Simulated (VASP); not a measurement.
Consider the following.

```xyz
3
Lattice="-1.6658 1.6658 4.0684 1.6658 -1.6658 4.0684 1.6658 1.6658 -4.0684" Properties=species:S:1:pos:R:3 pbc="T T T"
Si     0.0000     0.0000     5.3969
Si     0.0000     0.0000     2.7398
W      0.0000     0.0000     0.0000
```

The numbers are results of PBEsol GGA, VASP's PBE PAW potentials (set 64) (plane waves; VASP), not measurements. Numerical set-up: 480 eV cut-off, 12×12×12 Γ-centred mesh, first-order Methfessel-Paxton smearing of 0.10 eV, potentials Si W_sv.

Question: Give the stress tensor in GPa (positive for a compressed cell).

Answer: 
```
-20.34    0.00    0.00
  0.00  -20.34    0.00
  0.00    0.00  -22.67
```
The pressure is its mean diagonal, -21.12 GPa.

The compound is WSi2 in the MoSi2 type structure. This cell was strained or had an atom moved on purpose. Symmetry was kept, so distortions that lower it aren't found.
